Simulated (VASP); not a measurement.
Crystal: Ga2Ge2O3.

```
Ga Ge O
1.0
     3.01811    0.00000    0.00000
    -1.50905    2.61376    0.00000
     0.00000    0.00000   14.27163
Ga Ge O
2 2 3
Direct
  0.33333 0.66667 0.09944
  0.66667 0.33333 0.90056
  0.66667 0.33333 0.42086
  0.33333 0.66667 0.57914
  0.66667 0.33333 0.15240
  0.33333 0.66667 0.84760
  0.00000 0.00000 0.00000
```

The cell was built by a generator and needn't be a form met in nature.

Base run:

```yaml
Program: VASP 6.6.1
Functional: PBE
Potentials_or_basis: VASP PAW PBE potentials, release 64 (Ga_d, Ge_d, O)
Cutoff: 520 eV
k_mesh: 12 × 12 × 2
Occupations: gaussian, width 0.1 eV
Spin: no spin polarisation
```

Its results: pressure 0.0 GPa.

Problem. The run is repeated on the same cell with these changes: functional from PBE to PBEsol. What comes out?

Solution. Pressure -4.1 GPa.

PBEsol binds more tightly than PBE, so the same cell stands under less pressure.

Caveats: the PAW data sets were made with another functional, which shifts forces and pressure a little (some runs).
